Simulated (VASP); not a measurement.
```xyz
2
Lattice="1.6150 -2.7973 0.0000 1.6150 2.7973 0.0000 0.0000 0.0000 5.1500" Properties=species:S:1:pos:R:3 pbc="T T T"
Zr     1.6150     0.9324     1.2875
Zr     1.6150    -0.9324     3.8625
```

Calculation: PBEsol GGA, VASP's PBE PAW potentials (set 64) (plane waves; VASP 6.6.1). Settings: 400 eV cut-off, 12×12×7 Γ-centred mesh, first-order Methfessel-Paxton smearing of 0.10 eV, potentials Zr_sv.

Energy and stress use the plane-wave basis of the starting cell.

The ions, cell shape and volume are relaxed. Give the cell that the relaxation ends in.

```xyz
2
Lattice="1.5898 -2.7536 0.0000 1.5898 2.7536 0.0000 0.0000 0.0000 5.1253" Properties=species:S:1:pos:R:3 pbc="T T T"
Zr     1.5898     0.9179     1.2813
Zr     1.5898    -0.9179     3.8440
```
Space group P6_3/mmc (194), at a tolerance of 0.03 Å.

How do energy and volume change from the first to the last step?

The energy (σ→0) changes by -9.3 meV/atom and the volume by -3.6 %, in 6 ionic steps.

The compound is Zr in the hcp structure. This run relaxes it. Symmetry was kept, so distortions that lower it aren't found.
